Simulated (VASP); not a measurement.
Crystal: HfO2.

```xyz
3
Lattice="0.0000 2.6000 2.6000 2.6000 0.0000 2.6000 2.6000 2.6000 0.0000" Properties=species:S:1:pos:R:3 pbc="T T T"
Hf    0.0000    0.0000    0.0000
O     1.3000    1.3000    1.3000
O     3.9000    3.9000    3.9000
```

The cell was built by a generator and needn't be a form met in nature.

Base run:

```yaml
Program: VASP 6.6.1
Functional: PBEsol
Potentials_or_basis: VASP PAW PBE potentials, release 64 (Hf_pv, O)
Cutoff: 700 eV
k_mesh: 6 × 6 × 6
Occupations: gaussian, width 0.05 eV
Spin: no spin polarisation
```

Its results: band gap on the k mesh 3.48 eV, direct; pressure -23.1 GPa.

After a change of settings the same cell gave: band gap on the k mesh 5.13 eV, direct; pressure -23.4 GPa. Which change was it?
A. functional from PBEsol to PBE
B. functional from PBEsol to LDA; potentials or basis from VASP PAW PBE potentials, release 64 (Hf_pv, O) to VASP PAW LDA potentials, release 64 (Hf_pv, O)
C. functional from PBEsol to HSE06; further incar settings from ALGO = Fast; EDIFF = 1e-06 to ALGO = Normal; EDIFF = 1e-06

C.

Caveats: so large a pressure means that the cell lies far from this level's equilibrium, or that cutoff or potentials fall short; the potentials were made for another functional, which shifts forces and pressure; spin-orbit coupling is left out, which moves the levels of the heavy elements.

Not every run made on this cell is shown here.
